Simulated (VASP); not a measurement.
## VASP 6.6.1 run: NaGeF3

INCAR

```
ISMEAR = 0
LCHARG = .FALSE.
NELM = 120
LREAL = .FALSE.
AMIX = 0.2
NSW = 0
GGA = PE
NBANDS = 29
SIGMA = 0.5
LWAVE = .FALSE.
PREC = Accurate
ISIF = 2
IBRION = -1
ENCUT = 520
LASPH = .TRUE.
IMIX = 1
EDIFF = 0.0001
```

KPOINTS

```
KPOINTS created by Atomic Simulation Environment
0
Gamma
6 6 6
0 0 0
```

POSCAR

```
Na Ge F
 1.0000000000000000
     4.1302609449999999    0.0000000000000000    0.0000000000000000
     0.0000000000000000    4.1302609449999999    0.0000000000000000
     0.0000000000000000    0.0000000000000000    4.1302609449999999
 Na  Ge  F
   1   1   3
Cartesian
  0.0000000000000000  0.0000000000000000  0.0000000000000000
  2.0651304724999995  2.0651304724999995  2.0651304724999995
  2.0651304724999995  2.0651304724999995  0.0000000000000000
  2.0651304724999995  0.0000000000000000  2.0651304724999995
  0.0000000000000000  2.0651304724999995  2.0651304724999995
```

The recommended PBE PAW datasets give the neutral cell 42 valence electrons.

Command

```
mpirun -np 1 vasp_std
```

**Question.** Predict the outcome of this run.

**Answer.** It converged. Results: gap between bands v and c on the k mesh 0.09 eV; least direct gap on the k mesh 1.15 eV; pressure 15.0 GPa. Band v is the last that the valence electrons fill when counted band by band, and c is the next.

OSZICAR

```
N       E                     dE             d eps       ncg     rms          rms(c)
DAV:   1     0.496419016526E+03    0.49642E+03   -0.21357E+04  1440   0.282E+03
DAV:   2     0.500074419805E+02   -0.44641E+03   -0.42191E+03  1257   0.777E+02
DAV:   3    -0.201256732118E+02   -0.70133E+02   -0.69371E+02  1280   0.196E+02
DAV:   4    -0.235143676256E+02   -0.33887E+01   -0.33828E+01  1326   0.491E+01
DAV:   5    -0.235813274454E+02   -0.66960E-01   -0.66955E-01  1306   0.705E+00    0.874E+00
DAV:   6    -0.220322223840E+02    0.15491E+01   -0.16373E+00  1576   0.131E+01    0.439E+00
DAV:   7    -0.216516884252E+02    0.38053E+00   -0.53797E-01  1575   0.850E+00    0.255E+00
DAV:   8    -0.215545784020E+02    0.97110E-01   -0.11536E-01  1618   0.424E+00    0.188E+00
DAV:   9    -0.215224140041E+02    0.32164E-01   -0.27261E-02  1658   0.225E+00    0.156E+00
DAV:  10    -0.215080012654E+02    0.14413E-01   -0.72786E-03  1623   0.137E+00    0.129E+00
DAV:  11    -0.215002047186E+02    0.77965E-02   -0.26348E-03  1582   0.130E+00    0.107E+00
DAV:  12    -0.214956033054E+02    0.46014E-02   -0.14882E-03  1641   0.985E-01    0.870E-01
DAV:  13    -0.214927770736E+02    0.28262E-02   -0.79296E-04  1354   0.674E-01    0.706E-01
DAV:  14    -0.214910305653E+02    0.17465E-02   -0.59549E-04  1317   0.557E-01    0.571E-01
DAV:  15    -0.214899564230E+02    0.10741E-02   -0.46041E-04  1240   0.470E-01    0.461E-01
DAV:  16    -0.214892950809E+02    0.66134E-03   -0.30571E-04  1219   0.390E-01    0.372E-01
DAV:  17    -0.214888873508E+02    0.40773E-03   -0.21088E-04  1083   0.314E-01    0.301E-01
DAV:  18    -0.214886423485E+02    0.24500E-03   -0.20413E-04  1012   0.253E-01    0.244E-01
DAV:  19    -0.214884931842E+02    0.14916E-03   -0.13551E-04   962   0.216E-01    0.197E-01
DAV:  20    -0.214884039187E+02    0.89265E-04   -0.86462E-05   906   0.179E-01
   1 F= -.21488404E+02 E0= -.21484201E+02  d E =-.840565E-02
```

For comparison, a separate PBE run of the intended cell, on usual settings and not on those above, gives a gap of 0.06 eV on its mesh and a pressure of 14.7 GPa.
